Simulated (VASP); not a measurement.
Consider the following.

```yaml
crystal:
  lattice:
    - [-1.69955, 1.69955, 4.57637]
    - [1.69955, -1.69955, 4.57637]
    - [1.69955, 1.69955, -4.57637]
  atoms:
    - { symbol: Zr, position: [0.00000, 0.00000, 0.00000] }
    - { symbol: Ge, position: [0.32139, 0.32139, 0.00000] }
    - { symbol: Ge, position: [0.67861, 0.67861, 0.00000] }
```

These are PBEsol GGA, VASP's PBE PAW potentials (set 64) (plane waves; VASP) values and carry that method's errors. Settings: 400 eV cut-off, 14×14×14 Γ-centred mesh, tetrahedra with Blöchl corrections, potentials Zr_sv Ge_d.

### Question
Estimate the energy per atom (σ→0), band gap (on the k-mesh) with the smallest direct gap where there is one.

### Answer

The band gap (on the k-mesh) comes out as none (metal, semimetal or under 0.01 eV) and the energy per atom (σ→0) is -6.746 eV/atom.

Only differences to runs with the same potentials and settings are physical.

The structure was generated: ZrGe2 was put into the MoSi2 type (I4/mmm), which need not be its known phase. It was relaxed first.
